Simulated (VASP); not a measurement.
Given:

```
CELL_PARAMETERS angstrom
      1.45263    -2.54099     0.00000
      1.45263     2.54099     0.00000
      0.00000     0.00000     2.76869
ATOMIC_POSITIONS crystal
  W  0.00000 0.00000 0.00000
  C  0.35888 0.69221 0.50000
```
Cell charge -0.1.

Calculation: PBE GGA, VASP's PBE PAW potentials (set 64) (plane waves; VASP). Run with NELECT = 18.1, 520 eV cut-off, 13×13×12 Γ-centred mesh, Gaussian smearing of 0.050 eV, potentials W_sv C.

The cell is charged, with a uniform compensating background. Unless said otherwise, spin-orbit coupling is left out, though it shifts the bands of the heavy elements here.

Question: What does the run give for the energy per atom (σ→0), pressure, largest force, band gap (on the k-mesh) with the smallest direct gap where there is one?

Answer: 
```json
{
  "band gap (on the k-mesh)": "none (metal, semimetal or under 0.01 eV)",
  "energy per atom (σ→0)": "-10.597 eV/atom",
  "pressure": "272.4 kbar",
  "largest_force": "1.308 eV/Å"
}
```

Total energies compare only between runs with the same potentials, cut-off and functional.

The compound is WC in the wc structure. The cell was not relaxed at this level, atoms are displaced from their ideal sites. The run is one of a series of settings (ISMEAR = 0, NELECT = 18.1, SIGMA = 0.05 against the base run), some of them coarse on purpose.
